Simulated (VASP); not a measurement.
Consider the following.

```yaml
crystal:
  lattice:
    - [0.00000, 3.10080, 3.10080]
    - [3.10080, 0.00000, 3.10080]
    - [3.10080, 3.10080, 0.00000]
  atoms:
    - { symbol: Hg, position: [0.00000, 0.00000, 0.00000] }
    - { symbol: Se, position: [0.25000, 0.25000, 0.25000] }
```

The numbers are results of PBE GGA, VASP's PBE PAW potentials (set 64) (plane waves; VASP), not measurements. Run with 400 eV cut-off, 7×7×7 Γ-centred mesh, Gaussian smearing of 0.050 eV, potentials Hg Se.

Unless said otherwise, spin-orbit coupling is left out, though it shifts the bands of the heavy elements here.

**Question.** Predict the energy per atom (σ→0), pressure, band gap (on the k-mesh) with the smallest direct gap where there is one.

**Answer.** 
```yaml
band gap (on the k-mesh): none (metal, semimetal or under 0.01 eV)
energy per atom (σ→0): -196.7 kJ/mol of atoms
pressure: 1.51 GPa
```

The absolute energy has meaning only against runs of the same code, potentials and settings.

The compound is HgSe in the zinc blende structure. The cell was not relaxed at this level.
